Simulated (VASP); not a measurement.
Write the native input for VASP 6.6.1 that does the following.

| Quantity | Value |
| --- | --- |
| Task | single point |
| Functional | PBEsol |
| Potentials or basis | VASP PAW PBE potentials, release 64 (Si, Cl, H) |
| Cutoff | 400 eV |
| k mesh | 1 × 1 × 1 |
| Occupations | gaussian, width 0.01 eV |
| Spin | no spin polarisation |
| Further INCAR settings | ALGO = Normal; EDIFF = 1e-06; ISYM = 0 |

The structure of SiCl2H2 lies in POSCAR:

```
SiH2Cl2                                 
1.0
   13.0062868778      0.0000000000      0.0000000000
    0.0000000000     13.5062868778      0.0000000000
    0.0000000000      0.0000000000     14.0062868778
  Si              Cl              H             
     1     2     2
Selective dynamics
Direct
     0.5004594151000035    0.5136331543000026    0.4971609763000018   F   F   F
     0.4103579674076030    0.4069474995286392    0.4348536694453302   T   T   T
     0.5827956027713556    0.4526015743900320    0.6074164374428490   T   T   T
     0.5734642084027681    0.5520482185668386    0.4248048764030066   T   T   T
     0.4328744853445132    0.5922876211080025    0.5360463605799926   T   T   T
```

One way to write it, as run:

INCAR

```
PREC     = Accurate       # precision mode
ENCUT    = 400            # plane-wave cutoff, eV
EDIFF    = 1E-6           # SCF threshold, eV
ISMEAR   = 0              # smearing method
SIGMA    = 0.01           # smearing width, eV
LREAL    = F              # projectors in reciprocal space
LASPH    = T              # aspherical terms in the spheres
NELM     = 100            # most SCF steps
ALGO     = Normal         # electronic algorithm
ISIF     = 2              # what is computed and relaxed
LWAVE    = F              # write WAVECAR
LCHARG   = F              # write CHGCAR
GGA      = PS             # functional
ISYM     = 0
```

KPOINTS

```
regular mesh
0
Gamma
  1 1 1
```

Potentials or basis: VASP PAW PBE potentials, release 64 (Si, Cl, H).

Command:

```sh
$ cat potpaw_PBE.64/Si/POTCAR potpaw_PBE.64/Cl/POTCAR potpaw_PBE.64/H/POTCAR > POTCAR
$ mpirun -np 4 vasp_gam > vasp.out
```

It gave:

| Property | Result |
| --- | --- |
| Largest force | 0.269 eV/Å |
| Gap between the frontier levels | 6.49 eV |

Caveat: the PAW data sets were made with another functional, which shifts forces and pressure a little.

Run time: 33 s on 4 MPI ranks on Intel(R) Xeon(R) Platinum 8375C CPU @ 2.90GHz (Ice Lake), with other jobs on the host, peak memory 0.5 GiB a rank.
